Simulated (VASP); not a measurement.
VASP input:

KPOINTS:
```
Automatic
0
gamma
9 9 9
0 0 0
```

### INCAR
```
SYSTEM = PtAl2
PREC = Accurate
ENCUT = 520
EDIFF = 1E-7
NELM = 100
ALGO = Normal
LREAL = .FALSE.
LASPH = .TRUE.
ISMEAR = 1
SIGMA = 0.1
METAGGA = R2SCAN
LMIXTAU = .TRUE.
LMAXMIX = 6
LWAVE = .FALSE.
LCHARG = .FALSE.
ISIF = 2
```

**POSCAR**
```
PtAl2
1.0
  0.0000000000   2.8896474764   2.8896474764
  2.8896474764   0.0000000000   2.8896474764
  2.8896474764   2.8896474764   0.0000000000
Al Pt
2 1
Cart
  1.4448237382   1.4448237382   1.4448237382
  4.3344712146   4.3344712146   4.3344712146
  0.0000000000   0.0000000000   0.0000000000
```

POTCAR, in this order: Al Pt (PBE.64 set). Program: vasp_std.

**Question.** Translate this r2SCAN calculation to Ansatz.

**Answer.** One equivalent input (not run):
Ansatz 0.2 input:
```yaml
crystal:
  lattice:
    - [0.0000000, 2.8896475, 2.8896475]
    - [2.8896475, 0.0000000, 2.8896475]
    - [2.8896475, 2.8896475, 0.0000000]
  atoms:
    - { symbol: Al, position: [0.2500000, 0.2500000, 0.2500000] }
    - { symbol: Al, position: [0.7500000, 0.7500000, 0.7500000] }
    - { symbol: Pt, position: [0.0000000, 0.0000000, 0.0000000] }
kpoints:
  mp_grid: { grid: [9, 9, 9] }
hamiltonian:
  xc: r2scan
  pseudopotentials: { kind: paw }
scf:
  occupations: { method: methfessel_paxton, width: 0.1 }
  max_iter: 100
output: { forces: true, stress: true, eigenvalues: true }
```
The two are equivalent in intent, not identical: each code has its own PAW files, so the cut-off isn't converted (ENCUT is set for VASP's; basis.ecutwfc is left out, and Ansatz then takes the one that its files recommend); Ansatz stops its SCF on the density residual and VASP on the energy change (EDIFF).

The compound is PtAl2 in the fluorite structure. This cell is one point of a volume scan, at 0.94 of the reference volume.
